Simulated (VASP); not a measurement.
# TaTe under changes of volume

One of the cells (20.402 Å³/atom); the others are scaled copies at fixed shape and fractional positions:

```
Ta Te
1.0
     3.44274    0.00000    0.00000
     0.00000    3.44274    0.00000
     0.00000    0.00000    3.44274
Ta Te
1 1
Direct
  0.50000 0.50000 0.50000
  0.00000 0.00000 0.00000
```

The cell was built by a generator and needn't be a form met in nature.

| Property | Result |
| --- | --- |
| Program | VASP 6.6.1 |
| Functional | PBE |
| Potentials or basis | VASP PAW PBE potentials, release 64 (Ta_pv, Te) |
| Cutoff | 520 eV |
| k mesh | 8 × 8 × 8 |
| Occupations | fermi-dirac, width 0.05 eV |
| Spin | no spin polarisation |

| volume (Å³/atom) | energy over the lowest point (meV/atom) | pressure (GPa) |
| --- | --- | --- |
| 18.802 | 34.19 | 10.5 |
| 19.202 | 12.98 | 6.7 |
| 19.602 | ? | ? |
| 20.402 | 0.00 | -2.6 |
| 20.803 | 9.72 | -5.1 |
| 21.203 | 25.25 | -7.3 |

Q: What does the run at 19.602 Å³/atom give?

A: Energy over the lowest point 0.82 meV/atom; pressure 3.2 GPa.

Worked out: A Birch-Murnaghan fit of order 3 (a polynomial in V^(-2/3)) to the other rows has its minimum at 20.02 Å³/atom with B0 = V·E''(V) = 145 GPa and B' = 4.5. It gives 0.83 meV/atom at 19.602 Å³/atom, against the run's 0.82, and -dE/dV = 3.2 GPa, against 3.2.

Energies are extrapolated to zero smearing.
